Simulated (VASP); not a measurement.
```
CELL_PARAMETERS angstrom
     -1.46352     1.46352     1.46352
      1.46352    -1.46352     1.46352
      1.46352     1.46352    -1.46352
ATOMIC_POSITIONS crystal
  V  0.00000 0.00000 0.00000
```

Calculation: PBE GGA with D3 dispersion (zero damping), VASP's PBE PAW potentials (set 64) (plane waves; VASP). Numerical set-up: 520 eV cut-off, 17×17×17 Γ-centred mesh, first-order Methfessel-Paxton smearing of 0.10 eV, potentials V_sv.

Give the stress tensor in GPa (positive for a compressed cell).

```
6.62  0.00  0.00
0.00  6.62  0.00
0.00  0.00  6.62
```
The pressure is its mean diagonal, 6.62 GPa.

The compound is V in the bcc structure. This cell is one point of a volume scan, at 0.97 of the reference volume. The run is not spin-polarised, so no magnetic state was tried.
